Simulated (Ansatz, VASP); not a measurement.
# ScAgTe4Pb2: VASP beside Ansatz

One calculation is typed for both programs; each brings its own data sets and cutoff. How far apart do they land? The cell is invented: As first built, before any earlier steps moved the atoms (in the runner's words): it takes the AgSbPb2S4 structure with some of its atoms replaced by other elements, volume scaled by an estimate. It may not be a known or stable phase. The cell is taken from a series of VASP runs on this material, whose earlier steps may have relaxed, scaled or displaced it; both programs get it as it stands.

Method: plane waves, with VASP 6.6.1 beside it; relaxation of cell and atoms at PBE, in Ansatz 0.2.0.

## 1. The structure

The structure is tetragonal, space group I4/mmm (No. 139). Conventional cell: a = 6.272 Å, b = 6.272 Å, c = 12.892 Å, α = 90.00°, β = 90.00°, γ = 90.00°. Nearest to Pb lie 6 Te at 3.15 to 3.22 Å. Nearest to Te lie 2 Ag at 3.14 Å and 2 Sc at 3.14 Å and 2 Pb at 3.22 Å. Te has 1 Sc at 2.90 Å and 4 Pb at 3.15 Å and 1 Ag at 3.54 Å nearest. Ag has 6 Te at 3.14 to 3.54 Å nearest. Sc has 6 Te at 2.90 to 3.14 Å nearest. As first built, before any earlier steps moved the atoms (in the runner's words): sites of the AgSbPb2S4 structure (space group 139) filled with other elements, volume scaled by an estimate. Farther neighbours and most contacts between anions are not listed.

## 2. Ansatz: relaxation of cell and atoms, PBE

Ansatz runs on its default PAW (the set named soft_2) files.

The relaxed volume is the usual yardstick between codes: its relative difference is about their pressure difference at one cell divided by the bulk modulus.

input.yaml reads:

```yaml
crystal:
  lattice:
    - [-3.1359448025, 3.1359448025, 6.4460140662]
    - [3.1359448025, -3.1359448025, 6.4460140662]
    - [3.1359448025, 3.1359448025, -6.4460140662]
  atoms:
    - { symbol: Pb, position: [0.25, 0.75, 0.5] }
    - { symbol: Pb, position: [0.75, 0.25, 0.5] }
    - { symbol: Te, position: [0.0, 0.5, 0.5] }
    - { symbol: Te, position: [0.2748415083, 0.2748415083, 0.0] }
    - { symbol: Te, position: [0.5, 0.0, 0.5] }
    - { symbol: Te, position: [0.7251584917, 0.7251584917, 0.0] }
    - { symbol: Ag, position: [0.0, 0.0, 0.0] }
    - { symbol: Sc, position: [0.5, 0.5, 0.0] }
hamiltonian:
  xc: pbe
  pseudopotentials: { kind: paw }
kpoints:
  mp_grid: { grid: [5, 5, 5] }
scf:
  occupations: { method: fermi_dirac, width: 0.05 }
relax:
  f_tol: 0.01
  max_steps: 60
  cell: { stress_tol: 0.05 }
output:
  forces: true
  stress: true
```

Command:

```console
$ ansatz run input.yaml --threads 4 --pin off --max-ram 9216MiB --backend cpu --events-out ev --progress --plain --runs-dir out
```

Numbers of over 12 decimals in the logs are rounded to 6 here.

What it wrote:

```text
Engine: ansatz 0.2.0, x86_64-unknown-linux-gnu
Pseudopotentials: kind: paw
Pseudopotential: Pb, paw, valence charge 14, recommended cutoff 420 eV (normal), Pb.paw.azcp
Pseudopotential: Te, paw, valence charge 16, recommended cutoff 420 eV (normal), Te.paw.azcp
Pseudopotential: Ag, paw, valence charge 19, recommended cutoff 420 eV (normal), Ag.paw.azcp
Pseudopotential: Sc, paw, valence charge 11, recommended cutoff 420 eV (normal), Sc.paw.azcp
Functional definition: PBE
  parameter kappa = 0.804
  parameter beta = 0.066725
  exchange = pbe_x(kappa = kappa, mu = beta*pi^2/3)
  correlation = pbe_c(beta = beta)
Crystal: 8 atoms, lattice volume = 253.564 Å³
Basis set: ecut = 420 eV, 4965 PW (Γ), exchange–correlation on 108×108×108 points (8 copies of the dense FFT grid, shifted against one another)
Bands: 74, of which v1, the nominal top of the filled ones, is band 61 counted from 1 (60 counted from 0)
Symmetry: 16 space group operations
Space group: I4/mmm (ITA 139), of the structure as read, at distance tolerance 6.3e-5 Å
k-points: 18 of 125
Non-local potential: Pb, projectors of the file, l = 0: 2, l = 1: 2, l = 2: 2, l = 3: 2
Non-local potential: Te, projectors of the file, l = 0: 2, l = 1: 2, l = 2: 2, l = 3: 2
Non-local potential: Ag, projectors of the file, l = 0: 3, l = 1: 2, l = 2: 2, l = 3: 1
Non-local potential: Sc, projectors of the file, l = 0: 3, l = 1: 2, l = 2: 3, l = 3: 1
PAW form: soft (Blöchl's): semilocal exchange-correlation on the pseudo side does not see the compensation charge
PAW one-centre angular grid: Pb, 590 points (default); XC on 64 Gauss nodes
PAW one-centre angular grid: Te, 590 points (default); XC on 64 Gauss nodes
PAW one-centre angular grid: Ag, 590 points (default); XC on 64 Gauss nodes
PAW one-centre angular grid: Sc, 590 points (default); XC on 64 Gauss nodes
Initial density: superposition of atomic densities (neutral atoms: chi_scale 0, normalization atom), corrected by the library's trained network
Initial wavefunctions: pseudopotential atomic-orbital guess
Functional: x = pbe(κ = 0.804, μ = 0.219515), c = pbe(β = 0.066725)
SCF iter   1: F=—  HF=-61462.992981 eV  |F-HF|=—  |Δ(HF+E_count)|=         —  Δρ=2.21e-3  dr2=3.06e-2  ethr=1.77e-3  ⟨swp⟩=6.2  Hψ=4959  notcnv=0  defer=1
preconditioner: auto → Resta (q_TF=auto, 2.415 Å⁻¹)  ε∞=4.0  [insulator: Δε(μ)=0.361 eV  Ē_g=10.868 eV  σ=0.050 eV  W_gap=0.92  n_scr=68 (ndim 8)  ℏωp=18.9 eV  f_vac=0.016  D(μ)=0.05/eV (n_scr^D=0)  ε∞_Penn≈4.0]
SCF iter   2: F=—  HF=-61462.990235 eV  |F-HF|=—  |Δ(HF+E_count)|=   2.75e-3  Δρ=1.31e-3  dr2=5.03e-3  ethr=2.51e-5  ⟨swp⟩=2.0  Hψ=2375  notcnv=0  defer=38
SCF iter   3: F=—  HF=-61462.989597 eV  |F-HF|=—  |Δ(HF+E_count)|=   6.38e-4  Δρ=5.77e-4  dr2=9.80e-4  ethr=4.12e-6  ⟨swp⟩=2.2  Hψ=2096  notcnv=0  defer=38
SCF iter   4: F=—  HF=-61462.989542 eV  |F-HF|=—  |Δ(HF+E_count)|=   5.44e-5  Δρ=1.53e-4  dr2=6.58e-5  ethr=8.03e-7  ⟨swp⟩=2.0  Hψ=1690  notcnv=0  defer=38
SCF iter   5: F=—  HF=-61462.989618 eV  |F-HF|=—  |Δ(HF+E_count)|=   7.59e-5  Δρ=4.12e-5  dr2=4.56e-6  ethr=5.39e-8  ⟨swp⟩=2.0  Hψ=1986  notcnv=0  defer=38
SCF iter   6: F=—  HF=-61462.989621 eV  |F-HF|=—  |Δ(HF+E_count)|=   2.82e-6  Δρ=1.59e-5  dr2=6.78e-7  ethr=3.74e-9  ⟨swp⟩=2.0  Hψ=2371  notcnv=0  defer=38
SCF iter   7: F=-61462.989622 eV  HF=-61462.989621 eV  |F-HF|=5.34e-8  |Δ(HF+E_count)|=   3.13e-7  Δρ=4.71e-6  dr2=8.16e-8  ethr=8.20e-11  ⟨swp⟩=3.2  Hψ=5470  notcnv=0
SCF 1 converged in 7 iterations: F = -61462.989622 eV  dr2 = 8.16e-8
  greatest PAW one-centre occupation: 1.000 electrons in one spin orbital (limit 2), on the Ag atom at site 6 (counted from 0), in its partial waves of l = 0
relax step   1: F+E_penalty+E_count = -61462.98962154 eV  Δ(F+E_penalty+E_count) = +0.000e0 eV  max|allowed force component| = 1.524e-2 eV/Å  Δτ_max = 0.0000 Å  P = +0.012 GPa  Ω = 253.564 Å³  (7 SCF iters, dr2 threshold 1.00e-7 eV, accepted)
[...]
relax step   2: F+E_penalty+E_count = -61462.98968495 eV  Δ(F+E_penalty+E_count) = -6.341e-5 eV  max|allowed force component| = 5.749e-4 eV/Å  Δτ_max = 0.0045 Å  P = -0.018 GPa  Ω = 253.630 Å³  energy of the carried Pulay correction = -1.039e-5 eV  (5 SCF iters, dr2 threshold 1.45e-8 eV, accepted)
[...]
relax step   3: F+E_penalty+E_count = -61462.98970229 eV  Δ(F+E_penalty+E_count) = -1.734e-5 eV  max|allowed force component| = 5.947e-4 eV/Å  Δτ_max = 0.0000 Å  P = -0.018 GPa  Ω = 253.630 Å³  stress off target by 4.83e-2 GPa  SCF on the basis re-selected at this cell (its energy is not comparable with the rows above)  (6 SCF iters)
basis re-selected at this cell: Δ(F+E_penalty+E_count) = -1.734e-5 eV, ΔP = -0.000 GPa vs the last step (what re-selecting the basis moved, of the pressure what is left beyond the Pulay correction that the steps carried, after the strain that the cell walked since its last selection, with what the two solves' SCF thresholds leave and, on support functions, any second-order correction that the steps lacked; it is no m [...]
SCF converged after 6 iterations
Free energy (F): -61462.989702 eV
Harris-Foulkes:  -61462.989702 eV  (|F-HF|=2.18e-11)
Internal energy: -61462.988822 eV  (E = F + TS)
E sigma→0 (E₀):  -61462.989262 eV
Entropy (-TS):   -0.000880 eV (-0.110 meV/atom)
Fermi energy:    9.299165 eV
--- Per-component energies (eV) ---
  E_band       = -1698.880210
  E_kinetic    = 2083.863141
  E_local      = -11333.188257  (includes V_loc(G=0)·N_el)
  E_nonlocal   = -375.988418
  E_hartree    = 5843.878407
  E_xc         = -1226.774330
  E_vxc        = -1043.659234  (∫ρ·V_xc dr)
  E_paw        = -44318.613403  (= ΣΔE_a)
  E_vpaw       = -2717.664202  (= ΣTr[D̂ρ^β])
  E_aug_tail   = -0.000306  (compensation charges beyond the density's cutoff)
  E_ewald      = -12136.165656
  E_smearing   = -0.000880  (= −TS)
  E_closure    = -0.000000  (closes the sum)
  Σ components = -61462.989702   (vs F -61462.989702, Δ=0.00e0)
--- Forces (eV/Å), atoms counted from 1 ---
  atom   1  Pb    -0.00000000     0.00000000    -0.00000000
  atom   2  Pb     0.00000000     0.00000000     0.00000000
  atom   3  Te     0.00000000    -0.00000000    -0.00000000
  atom   4  Te    -0.00000000     0.00000000     0.00059465
  atom   5  Te     0.00000000     0.00000000     0.00000000
  atom   6  Te     0.00000000     0.00000000    -0.00059465
  atom   7  Ag     0.00000000     0.00000000     0.00000000
  atom   8  Sc    -0.00000000    -0.00000000     0.00000000
  max |Σ_I F_I| component: 1.31e-17 eV/Å
--- Stress (GPa, compression-positive) ---
       -0.003350      -0.000000      -0.000000
       -0.000000      -0.003350       0.000000
       -0.000000       0.000000      -0.048328
  P = ⅓ Tr σ = -0.0183 GPa (-0.183 kbar)
--- Relaxed structure (2 steps of the walk, 2 accepted, 1 SCFs on fresh bases) ---
  F+E_penalty+E_count = -61462.98970229 eV   max|allowed force component| = 5.947e-4 eV/Å   (the final SCF, on the basis selected at the relaxed cell)
  cell:  # Å, volume = 253.6296 Å³
    - [-3.136579, 3.136579, 6.445069]
    - [3.136579, -3.136579, 6.445069]
    - [3.136579, 3.136579, -6.445069]
  atoms:
    - { symbol: Pb, position: [0.25, 0.75, 0.500000] }
    - { symbol: Pb, position: [0.75, 0.25, 0.500000] }
    - { symbol: Te, position: [0, 0.500000, 0.500000] }
    - { symbol: Te, position: [0.274493, 0.274493, 0] }
    - { symbol: Te, position: [0.500000, 0, 0.500000] }
    - { symbol: Te, position: [0.725507, 0.725507, 0] }
    - { symbol: Ag, position: [0, 0, 0] }
    - { symbol: Sc, position: [0.500000, 0.500000, 0] }
```

Elapsed: 8.6 s, on 4 threads of Intel Xeon Platinum 8559C (Emerald Rapids), shared host; peak memory 1.1 GiB; 32 s of CPU time.

## 3. VASP: relaxation of cell and atoms, PBE

The same cell, functional, mesh and smearing now go to VASP, with its own data sets and cutoff.

Lines of VASP's logs that name or quote its potential files are left out, and so is its time.

INCAR reads:

```
SYSTEM = ScAgTe4Pb2
PREC = Accurate
ENCUT = 520
EDIFF = 1E-06
NELM = 100
ISMEAR = -1
SIGMA = 0.05
LREAL = .FALSE.
ALGO = Normal
GGA = PE
NBANDS = 45
LORBIT = 11
LWAVE = .FALSE.
LCHARG = .FALSE.
KPAR = 4
IBRION = 2
NSW = 60
ISIF = 3
EDIFFG = -0.01
```

POSCAR reads:

```
ScAgTe4Pb2
1.0
   -3.1359448025      3.1359448025      6.4460140662
    3.1359448025     -3.1359448025      6.4460140662
    3.1359448025      3.1359448025     -6.4460140662
Pb Te Ag Sc
2 4 1 1
Direct
    0.2500000000      0.7500000000      0.5000000000
    0.7500000000      0.2500000000      0.5000000000
    0.0000000000      0.5000000000      0.5000000000
    0.2748415083      0.2748415083      0.0000000000
    0.5000000000      0.0000000000      0.5000000000
    0.7251584917      0.7251584917      0.0000000000
    0.0000000000      0.0000000000      0.0000000000
    0.5000000000      0.5000000000      0.0000000000
```

KPOINTS reads:

```
Automatic mesh
0
Gamma
5 5 5
0 0 0
```

PAW data sets: Pb_d, Te, Ag and Sc_sv (PBE family, release 64).

Command:

```console
$ mpirun -np 4 vasp_std
```

What it wrote:

```text
[banner, memory and clock lines left out]
running    4 mpi-ranks, on    1 nodes
 distrk:  each k-point on    1 cores,    4 groups
 distr:  one band on    1 cores,    1 groups

 POSCAR found type information on POSCAR PbTeAgSc
 POSCAR found :  4 types and       8 ions
 LDA part: xc-table for (Slater+PW92), standard interpolation
 POSCAR, INCAR and KPOINTS ok, starting setup
 FFT: planning ... GRIDC
 FFT: planning ... GRID_SOFT
 FFT: planning ... GRID
 WAVECAR not read
 entering main loop
       N       E                     dE             d eps       ncg     rms          rms(c)
DAV:   1     0.818058134792E+03    0.81806E+03   -0.31547E+04  1628   0.155E+03
DAV:   2     0.727893346193E+02   -0.74527E+03   -0.73365E+03  1620   0.448E+02
DAV:   3    -0.284559877369E+02   -0.10125E+03   -0.98261E+02  2211   0.180E+02
DAV:   4    -0.347317250368E+02   -0.62757E+01   -0.62306E+01  2328   0.474E+01
DAV:   5    -0.350330648654E+02   -0.30134E+00   -0.30060E+00  2664   0.110E+01    0.923E+00
DAV:   6    -0.326530092474E+02    0.23801E+01   -0.76772E+00  2416   0.164E+01    0.529E+00
DAV:   7    -0.326417671579E+02    0.11242E-01   -0.83893E-01  2276   0.399E+00    0.297E+00
DAV:   8    -0.326342874746E+02    0.74797E-02   -0.11322E-01  2443   0.190E+00    0.114E+00
DAV:   9    -0.326361369031E+02   -0.18494E-02   -0.36557E-02  2416   0.132E+00    0.311E-01
DAV:  10    -0.326348428248E+02    0.12941E-02   -0.12557E-02  2256   0.747E-01    0.176E-01
DAV:  11    -0.326348496375E+02   -0.68128E-05   -0.12531E-03  2286   0.240E-01    0.824E-02
DAV:  12    -0.326348997043E+02   -0.50067E-04   -0.22704E-04  2371   0.928E-02    0.148E-02
DAV:  13    -0.326348965535E+02    0.31509E-05   -0.31811E-05  2323   0.363E-02    0.107E-02
DAV:  14    -0.326348967877E+02   -0.23421E-06   -0.27609E-06  1777   0.764E-03
   1 F= -.32634897E+02 E0= -.32634456E+02  d E =-.326349E+02
[...]
2 F= -.32634965E+02 E0= -.32634522E+02  d E =-.685711E-04
[...]
3 F= -.32635000E+02 E0= -.32634553E+02  d E =-.103419E-03
[...]
4 F= -.32635050E+02 E0= -.32634606E+02  d E =-.499537E-04
 ZBRENT: can't locate minimum, use default step
 trial-energy change:   -0.000050  1 .order   -0.000051   -0.000052   -0.000051
 step:   1.8521(harm= 17.7568)  dis= 0.00407  next Energy=   -32.635996 (dE=-0.996E-03)
 bond charge predicted
       N       E                     dE             d eps       ncg     rms          rms(c)
DAV:   1    -0.326357316419E+02   -0.68192E-03   -0.29564E-02  1776   0.138E+00    0.145E-01
DAV:   2    -0.326352716323E+02    0.46001E-03   -0.21917E-03  2142   0.427E-01    0.573E-02
DAV:   3    -0.326351765006E+02    0.95132E-04   -0.29089E-04  2243   0.134E-01    0.341E-02
DAV:   4    -0.326351582436E+02    0.18257E-04   -0.62123E-05  2403   0.690E-02    0.140E-02
DAV:   5    -0.326351571839E+02    0.10597E-05   -0.17039E-05  2039   0.241E-02    0.538E-03
DAV:   6    -0.326351577639E+02   -0.58004E-06   -0.24255E-06  1327   0.134E-02
   5 F= -.32635158E+02 E0= -.32634720E+02  d E =-.157557E-03
 curvature:  -3.03 expect dE=-0.146E-03 dE for cont linesearch -0.389E-04
 trial: gam=-0.09494 g(F)=  0.181E-05 g(S)=  0.465E-04 ort = 0.564E-04 (trialstep = 0.741E+00)
 search vector abs. value=  0.398E-04
 reached required accuracy - stopping structural energy minimisation
```

(Continued in part 2 of 2.)

[Lines on the potential files, build, host, timing and source positions are cut from VASP's logs without a mark.]

[Logs are printed without paths, hosts, clocks, repeated set-up lines and the standing remarks that a program may print on its own settings, such as how far it seeks lower states.]

[Hosts, paths, dates, database ids (printed as entryN), source tags and the programs' standing remarks are cut or masked in the printed files.]
